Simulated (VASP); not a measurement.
# CdBr (Fm-3m) in VASP: settings compared

The runs below take CdBr through relaxation of cell and atoms, with revPBE+D4, revPBE+dDsC, revPBE.

All numbers are computed with VASP 6.6.1; they aren't measurements. Logs are shortened: lines on timing, memory, paths and dates and some standing lists are left out, and cuts for length are marked.

## 1. The structure

It takes space group Fm-3m (No. 225, cubic). The conventional cell has a = 6.145 Å, b = 6.145 Å, c = 6.145 Å, α = 90.00°, β = 90.00°, γ = 90.00°. Cd (site symmetry m-3m) is surrounded by 6 Br at 3.07 Å. Br (site symmetry m-3m) has 6 Cd at 3.07 Å as nearest neighbours.

The cell was built by a generator and needn't be a form met in nature.

## 2. Relaxation of cell and atoms, revPBE+D4

File INCAR:

```
SYSTEM = CdBr
PREC = Accurate ; ENCUT = 600
EDIFF = 1E-6 ; ISMEAR = -1
SIGMA = 0.05 ; LREAL = .False.
LASPH = .True. ; NELM = 80
ALGO = Normal ; ISIF = 3
LWAVE = .False. ; LCHARG = .False.
GGA = RE ; IVDW = 13
IBRION = 2 ; NSW = 40
EDIFFG = -0.005
```

File KPOINTS:

```
Automatic mesh
0
Gamma
  8 8 8
  0 0 0
```

File POSCAR:

```
CdBr
1.0
    0.0000000000      3.0723910300      3.0723910300
    3.0723910300      0.0000000000      3.0723910300
    3.0723910300      3.0723910300      0.0000000000
Cd Br
1 1
Direct
    0.0000000000      0.0000000000      0.0000000000
    0.5000000000      0.5000000000      0.5000000000
```

Potentials or basis: VASP PAW PBE potentials, release 64 (Cd, Br).

The run is started by

```sh
> cat potpaw_PBE.64/Cd/POTCAR potpaw_PBE.64/Br/POTCAR > POTCAR
> mpirun -np 1 vasp_std > vasp.out
```

OUTCAR:

```text
SYSTEM = CdBr
   PREC = Accurate
   ENCUT = 600
   EDIFF = 1E-6
   ISMEAR = -1
   LREAL = .False.
   LASPH = .True.
   NELM = 80
   ISIF = 3
   GGA = RE
   IVDW = 13
   IBRION = 2
   NSW = 40
   EDIFFG = -0.005

 ion  position               nearest neighbor table
   1  0.000  0.000  0.000-   2 3.07   2 3.07   2 3.07   2 3.07   2 3.07   2 3.07
   2  0.500  0.500  0.500-   1 3.07   1 3.07   1 3.07   1 3.07   1 3.07   1 3.07

  LATTYP: Found a face centered cubic cell.
 ALAT       =     6.1447820600

  Lattice vectors:

 A1 = (   0.0000000000,   3.0723910300,   3.0723910300)
 A2 = (   3.0723910300,   0.0000000000,   3.0723910300)
 A3 = (   3.0723910300,   3.0723910300,   0.0000000000)

Analysis of symmetry for initial positions (statically):
=====================================================================
 Subroutine PRICEL returns:
 Original cell was already a primitive cell.

 Routine SETGRP: Setting up the symmetry group for a
 face centered cubic supercell.

 Subroutine GETGRP returns: Found 48 space group operations
 (whereof 48 operations were pure point group operations)
 out of a pool of 48 trial point group operations.

The static configuration has the point symmetry O_h .

Analysis of symmetry for dynamics (positions and initial velocities):
=====================================================================
 Subroutine PRICEL returns:
 Original cell was already a primitive cell.

 Routine SETGRP: Setting up the symmetry group for a
 face centered cubic supercell.

 Subroutine GETGRP returns: Found 48 space group operations
 (whereof 48 operations were pure point group operations)
 out of a pool of 48 trial point group operations.

The dynamic configuration has the point symmetry O_h .

 Subroutine INISYM returns: Found 48 space group operations
 (whereof 48 operations are pure point group operations),
 and found     1 'primitive' translations

----------------------------------------------------------------------------------------

                                     Primitive cell

  volume of cell :      58.0042

  direct lattice vectors                    reciprocal lattice vectors
     0.000000000  3.072391030  3.072391030    -0.162739702  0.162739702  0.162739702
     3.072391030  0.000000000  3.072391030     0.162739702 -0.162739702  0.162739702
     3.072391030  3.072391030  0.000000000     0.162739702  0.162739702 -0.162739702

  length of vectors
     4.345017064  4.345017064  4.345017064     0.281873432  0.281873432  0.281873432

  position of ions in fractional coordinates (direct lattice)
     0.000000000  0.000000000  0.000000000
     0.500000000  0.500000000  0.500000000

  ion indices of the primitive-cell ions
   primitive index   ion index
                 1           1
                 2           2

----------------------------------------------------------------------------------------

 KPOINTS: Automatic mesh

Automatic generation of k-mesh.
 Grid dimensions read from file:
 generate k-points for:    8    8    8

 Generating k-lattice:

  Cartesian coordinates                     Fractional coordinates (reciprocal lattice)
    -0.020342463  0.020342463  0.020342463     0.125000000  0.000000000  0.000000000
     0.020342463 -0.020342463  0.020342463     0.000000000  0.125000000  0.000000000
     0.020342463  0.020342463 -0.020342463     0.000000000  0.000000000  0.125000000

  Length of vectors
     0.035234179  0.035234179  0.035234179

  Shift w.r.t. Gamma in fractional coordinates (k-lattice)
     0.000000000  0.000000000  0.000000000

 Subroutine IBZKPT returns following result:
 ===========================================

 Found     29 irreducible k-points:

 Following reciprocal coordinates:
            Coordinates               Weight
  0.000000  0.000000  0.000000      1.000000
  0.125000  0.000000  0.000000      8.000000
  0.250000  0.000000  0.000000      8.000000
  0.375000  0.000000  0.000000      8.000000
  0.500000  0.000000  0.000000      4.000000
  0.125000  0.125000  0.000000      6.000000
[... 16 lines left out ...]
  0.500000  0.250000  0.125000     48.000000
 -0.375000  0.250000  0.125000     24.000000
 [... further k-points ...]
   k-points           NKPTS =     29   k-points in BZ     NKDIM =     29   number of bands    NBANDS=     13
   number of dos      NEDOS =    301   number of ions     NIONS =      2
   total plane-waves  NPLWV =  46656
   dimension x,y,z NGX =    36 NGY =   36 NGZ =   36
   dimension x,y,z NGXF=    72 NGYF=   72 NGZF=   72
   ions per type =               1   1
   NGX,Y,Z   is equivalent  to a cutoff of  13.77, 13.77, 13.77 a.u.
   NGXF,Y,Z  is equivalent  to a cutoff of  27.55, 27.55, 27.55 a.u.
 SYSTEM =  CdBr
   PREC   = accura    normal or accurate (medium, high low for compatibility)
   ISTART =      0    job   : 0-new  1-cont  2-samecut
   ICHARG =      2    charge: 1-file 2-atom 10-const
   ISPIN  =      1    spin polarized calculation?
   LNONCOLLINEAR =      F non collinear calculations
   LSORBIT =      F    spin-orbit coupling
   LASPH  =      T    aspherical Exc in radial PAW
   ENCUT  =  600.0 eV  44.10 Ry    6.64 a.u.   8.68  8.68  8.68*2*pi/ulx,y,z
   NELM   =     80;   NELMIN=  2; NELMDL= -5     # of ELM steps
   EDIFF  = 0.1E-05   stopping-criterion for ELM
   LREAL  =      F    real-space projection
   EDIFFG = -.5E-02   stopping-criterion for IOM
   NSW    =     40    number of steps for IOM
   IBRION =      2    ionic relax: 0-MD 1-quasi-New 2-CG
   NFREE  =      1    steps in history (QN), initial steepest desc. (CG)
   ISIF   =      3    stress and relaxation
   ISYM   =      2    0-nonsym 1-usesym 2-fastsym
   POTIM  = 0.5000    time-step for ionic-motion
   TEBEG  =    0.0;   TEEND  =   0.0 temperature during run
   PSTRESS=    0.0 pullay stress
   NELECT =      19.0000    total number of electrons
   NUPDOWN=      -1.0000    fix difference up-down
   EMIN   =  10.00;   EMAX   =-10.00  energy-range for DOS
   EFERMI =   0.00;   METHOD = LEGACY
   ISMEAR =    -1;   SIGMA  =   0.05  broadening in eV -4-tet -1-fermi 0-gaus
   EFERMI_NEDOS =   21; number of points for ismear=-14 and -15
   IALGO  =     38    algorithm
   IMIX   =      4    mixing-type and parameters
     AMIX     =   0.40;   BMIX     =  1.00
     AMIX_MAG =   1.60;   BMIX_MAG =  1.00
  volume/ion in A,a.u.               =      29.00       195.72
  Fermi-wavevector in a.u.,A,eV,Ry     =   1.128512  2.132579 17.327557  1.273540
  Thomas-Fermi vector in A             =   2.265202
   LORBIT       =      0    0 simple, 1 ext, 2 COOP (PROOUT), +10 PAW based schemes
   GGA     = RE    functional components
   LHFCALC =     F    Hartree Fock is set to
   AEXX    =    0.0000 exact exchange contribution
   IVDW    =    13    specifies the selected vdW correction
   LEPSILON=     F    determine dielectric tensor
   LRPA    =     F    only Hartree local field effects (RPA)
 conjugate gradient relaxation of ions
 non-spin polarized calculation
  energy-cutoff  :      600.00
  volume of cell :       58.00
 maximum number of plane-waves:      1964
   NGX = 17   NGY = 17   NGZ = 17

--------------------------------------- Ionic step        1  -------------------------------------------

 number of electron      18.9999999 magnetization

 Free energy of the ion-electron system (eV)
  ---------------------------------------------------
  ext. energy  EPLUGINS =         0.00000000
  ---------------------------------------------------
  free energy    TOTEN  =        -2.49167041 eV

  energy without entropy =       -2.48574412  energy(sigma->0) =       -2.48870726

------------------------ aborting loop because EDIFF is reached ----------------------------------------

  DFT-D4 for vdW energy calculation

  Edisp (eV):   -1.00138

  FORCE on cell =-STRESS in cart. coord.  units (eV):
  Direction    XX          YY          ZZ          XY          YZ          ZX
  --------------------------------------------------------------------------------------
  -------------------------------------------------------------------------------------
  Total      -0.12329    -0.12329    -0.12329     0.00000    -0.00000     0.00000
  in kB      -3.40548    -3.40548    -3.40548     0.00000    -0.00000     0.00000
  external pressure =       -3.41 kB  Pullay stress =        0.00 kB

 VOLUME and BASIS-vectors are now :
 -----------------------------------------------------------------------------
  energy-cutoff  :      600.00
  volume of cell :       58.00
      direct lattice vectors                 reciprocal lattice vectors
     0.000000000  3.072391030  3.072391030    -0.162739702  0.162739702  0.162739702
     3.072391030  0.000000000  3.072391030     0.162739702 -0.162739702  0.162739702
     3.072391030  3.072391030  0.000000000     0.162739702  0.162739702 -0.162739702
[... 81 lines left out ...]
 POSITION                                       TOTAL-FORCE (eV/Angst)
 -----------------------------------------------------------------------------------
      0.00000      0.00000      0.00000         0.000000     -0.000000     -0.000000
      3.06058      3.06058      3.06058        -0.000000      0.000000      0.000000
 -----------------------------------------------------------------------------------
    total drift:                                0.000000      0.000000      0.000000

  FREE ENERGIE OF THE ION-ELECTRON SYSTEM (eV)
  ---------------------------------------------------
  free  energy   TOTEN  =        -3.4938665677 eV

  energy  without entropy=       -3.4882397942  energy(sigma->0) =       -3.49105318

--------------------------------------- Ionic step        4  -------------------------------------------

 number of electron      18.9999999 magnetization

 Free energy of the ion-electron system (eV)
  ---------------------------------------------------
  ext. energy  EPLUGINS =         0.00000000
  ---------------------------------------------------
  free energy    TOTEN  =        -2.47894157 eV

  energy without entropy =       -2.47334104  energy(sigma->0) =       -2.47614131

 E-fermi :   2.5065     XC(G=0):  -8.8808

 val. band max:        2.4247326622   @ k =  -0.2500   0.5000   0.2500
 cond. band min:       2.5230270637   @ k =   0.3750   0.2500   0.1250
 fundamental gap:      0.0982944015
 Fermi energy:         2.5064807500

 k-point     1 :       0.0000    0.0000    0.0000
  band No.  band energies     occupation
      1     -13.8323      2.00000
      2      -6.2087      2.00000
      3      -6.2087      2.00000
      4      -6.2047      2.00000
      5      -6.2047      2.00000
      6      -6.2047      2.00000
      7      -1.1982      2.00000
      8      -1.1982      2.00000
      9      -1.1982      2.00000
     10      -0.0977      2.00000
     11       9.4761      0.00000
     12       9.4761      0.00000
     13       9.4761      0.00000

 k-point     2 :       0.1250    0.0000    0.0000
  band No.  band energies     occupation
      1     -13.7948      2.00000
      2      -6.2339      2.00000
      3      -6.2339      2.00000
      4      -6.2102      2.00000
      5      -6.1936      2.00000
      6      -6.1936      2.00000
      7      -1.9609      2.00000
      8      -1.1515      2.00000
      9      -1.1515      2.00000
     10       0.7888      2.00000
     11       8.0400      0.00000
[... 339 lines left out ...]
 k-point    24 :      -0.3750    0.2500    0.1250
  band No.  band energies     occupation
      1     -13.5469      2.00000
      2      -6.3342      2.00000
      3      -6.2653      2.00000
      4      -6.2297      2.00000
      5      -6.1268      2.00000
      6      -6.1195      2.00000
      7      -3.3132      2.00000
      8      -1.7556      2.00000
      9      -1.2514      2.00000
     10       3.1195      0.00001
     11       5.0397      0.00000
     12       7.1085      0.00000
     13       7.2407      0.00000

 [... further k-points ...]

------------------------ aborting loop because EDIFF is reached ----------------------------------------

  DFT-D4 for vdW energy calculation

  Edisp (eV):   -1.01493

  FORCE on cell =-STRESS in cart. coord.  units (eV):
  Direction    XX          YY          ZZ          XY          YZ          ZX
  --------------------------------------------------------------------------------------
  -------------------------------------------------------------------------------------
  Total      -0.00197    -0.00197    -0.00197     0.00000     0.00000    -0.00000
  in kB      -0.05509    -0.05509    -0.05509     0.00000     0.00000    -0.00000
  external pressure =       -0.06 kB  Pullay stress =        0.00 kB

 VOLUME and BASIS-vectors are now :
 -----------------------------------------------------------------------------
  energy-cutoff  :      600.00
  volume of cell :       57.28
      direct lattice vectors                 reciprocal lattice vectors
     0.000000000  3.059519519  3.059519519    -0.163424354  0.163424354  0.163424354
     3.059519519 -0.000000000  3.059519519     0.163424354 -0.163424354  0.163424354
     3.059519519  3.059519519 -0.000000000     0.163424354  0.163424354 -0.163424354

 POSITION                                       TOTAL-FORCE (eV/Angst)
 -----------------------------------------------------------------------------------
      6.11904      3.05952      3.05952         0.000000     -0.000000      0.000000
      3.05952      3.05952      3.05952        -0.000000      0.000000     -0.000000
 -----------------------------------------------------------------------------------
    total drift:                                0.000000      0.000000      0.000000

  FREE ENERGIE OF THE ION-ELECTRON SYSTEM (eV)
  ---------------------------------------------------
  free  energy   TOTEN  =        -3.4938690746 eV

  energy  without entropy=       -3.4882685485  energy(sigma->0) =       -3.49106881

 reached required accuracy - stopping structural energy minimisation
```

Run time: 80 s. Hardware: 1 thread of AMD EPYC 7R13 (Zen 3), shared host; peak memory 0.2 GiB.

Results:

| Item | Value |
| --- | --- |
| Free energy | -3.4939 eV |
| Relaxed volume | 28.64 Å³/atom |
| Relaxed cell | a = 4.327 Å, b = 4.327 Å, c = 4.327 Å, α = 60.00°, β = 60.00°, γ = 60.00° |
| Space group after relaxing (to 0.05 Å) | Fm-3m (No. 225) |
| Energy gained by relaxing | 0.4 meV/atom |
| Ionic steps | 4 |
| Pressure after relaxing | 0.0 GPa |
| Band gap on the k mesh | none (metal or under the smearing width) |
| Dispersion energy per atom | -0.507 eV |

The path:
```
step  energy change (eV)  largest force (eV/Å)  pressure (GPa)  volume (Å³)
   1              0.0000                0.0000           -0.34        58.00
   2             -0.0008                0.0000           -0.10        57.49
   3             -0.0008                0.0000           -0.03        57.34
   4             -0.0008                0.0000           -0.01        57.28
```

Final structure:
```
Cd Br
1.0
     0.00000    3.05952    3.05952
     3.05952    0.00000    3.05952
     3.05952    3.05952    0.00000
Cd Br
1 1
Cartesian
  6.1190 3.0595 3.0595
  3.0595 3.0595 3.0595
```

Levels at points of the mesh, in eV from the Fermi level:
```tsv
k point	band 8	band 9	band 10	band 11	band 12	band 13
(0.00, 0.00, 0.00)	-3.70	-3.70	-2.60	6.97	6.97	6.97
(0.50, 0.00, 0.00)	-3.37	-3.37	1.34	1.97	3.87	3.87
(0.50, 0.50, 0.00)	-4.41	-4.41	-1.81	4.35	5.55	6.87
```

Caveat: the PAW data sets were made with another functional, which shifts forces and pressure a little; an odd number of electrons without spin polarisation forces a metal; a magnetic or distorted state may lie lower; pairwise dispersion overbinds metals, which lowers pressure and volume.

## 3. Relaxation of cell and atoms, revPBE+dDsC

Changes to INCAR since step 2:

```diff
@@ -7,3 +7,3 @@
 LWAVE = .False. ; LCHARG = .False.
-GGA = RE ; IVDW = 13
+GGA = RE ; IVDW = 4
 IBRION = 2 ; NSW = 40
```

KPOINTS is that of step 2.

POSCAR is that of step 2.

Potentials or basis: VASP PAW PBE potentials, release 64 (Cd, Br).

The run is started by

```sh
> cat potpaw_PBE.64/Cd/POTCAR potpaw_PBE.64/Br/POTCAR > POTCAR
> mpirun -np 1 vasp_std > vasp.out
```

Run time: 87 s. Hardware: 1 thread of AMD EPYC 7R13 (Zen 3), shared host; peak memory 0.21 GiB.

Results (log left out):

* Free energy: -3.5054 eV
* Relaxed volume: 27.53 Å³/atom
* Relaxed cell: a = 4.270 Å, b = 4.270 Å, c = 4.270 Å, α = 60.00°, β = 60.00°, γ = 60.00°
* Space group after relaxing (to 0.05 Å): Fm-3m (No. 225)
* Energy gained by relaxing: -6.0 meV/atom
* Ionic steps: 4
* Pressure after relaxing: 0.0 GPa
* Band gap on the k mesh: none (metal or under the smearing width)
* Hirshfeld charges: Cd +0.20; Br -0.20 e
* Dispersion energy per atom: -0.539 eV

The path:
| step | energy change (eV) | largest force (eV/Å) | pressure (GPa) | volume (Å³) |
| --- | --- | --- | --- | --- |
| 1 | 0.0000 | 0.0000 | -1.53 | 58.00 |
| 2 | 0.0065 | 0.0000 | -0.40 | 55.70 |
| 3 | 0.0131 | 0.0000 | 0.07 | 54.94 |
| 4 | 0.0119 | 0.0000 | 0.01 | 55.06 |

Final structure:
```
Cd Br
1.0
     0.00000    3.01946    3.01946
     3.01946    0.00000    3.01946
     3.01946    3.01946    0.00000
Cd Br
1 1
Direct
  0.00000 0.00000 0.00000
  0.50000 0.50000 0.50000
```

Levels at points of the mesh, in eV from the Fermi level:
| k point | band 8 | band 9 | band 10 | band 11 | band 12 | band 13 |
| --- | --- | --- | --- | --- | --- | --- |
| (0.00, 0.00, 0.00) | -3.89 | -3.89 | -2.69 | 6.87 | 6.87 | 6.87 |
| (0.50, 0.00, 0.00) | -3.51 | -3.51 | 1.19 | 2.10 | 3.76 | 3.76 |
| (0.50, 0.50, 0.00) | -4.65 | -4.65 | -1.93 | 4.18 | 5.64 | 6.98 |

Caveat: the PAW data sets were made with another functional, which shifts forces and pressure a little; an odd number of electrons without spin polarisation forces a metal; a magnetic or distorted state may lie lower; pairwise dispersion overbinds metals, which lowers pressure and volume.

## 4. Relaxation of cell and atoms, revPBE

File INCAR:

```
SYSTEM = CdBr
PREC = Single
ENCUT = 600
EDIFF = 1E-6
ISMEAR = -1
SIGMA = 0.05
LREAL = .False.
LASPH = .True.
NELM = 80
ALGO = Normal
ISIF = 3
LWAVE = .False.
LCHARG = .False.
GGA = RE
IBRION = 1
NSW = 40
EDIFFG = -0.005
```

File KPOINTS:

```
regular mesh
0
Monkhorst
  8 8 8
  0 0 0
```

POSCAR is that of step 3.

The run is started by

```sh
> cat potpaw_PBE.64/Cd/POTCAR potpaw_PBE.64/Br/POTCAR > POTCAR
> mpirun -np 1 vasp_std > vasp.out
```

Run time: 2.3 min. Hardware: 1 thread of AMD EPYC 7R13 (Zen 3), shared host; peak memory 0.15 GiB.

The run converged, but some of its settings lie outside the range that counts as converged (typed here: shifted = yes; IBRION = 1; PREC = Single), so its numbers aren't taken as properties of the crystal.

Results:

| Property | Result |
| --- | --- |
| Free energy | -2.5316 eV |
| Relaxed volume | 32.14 Å³/atom |
| Relaxed cell | a = 4.496 Å, b = 4.496 Å, c = 4.496 Å, α = 60.00°, β = 60.00°, γ = 60.00° |
| Space group after relaxing (to 0.05 Å) | Fm-3m (No. 225) |
| Energy gained by relaxing | 24.3 meV/atom |
| Ionic steps | 4 |
| Pressure after relaxing | 0.0 GPa |

Caveat: the PAW data sets were made with another functional, which shifts forces and pressure a little; an odd number of electrons without spin polarisation forces a metal; a magnetic or distorted state may lie lower.
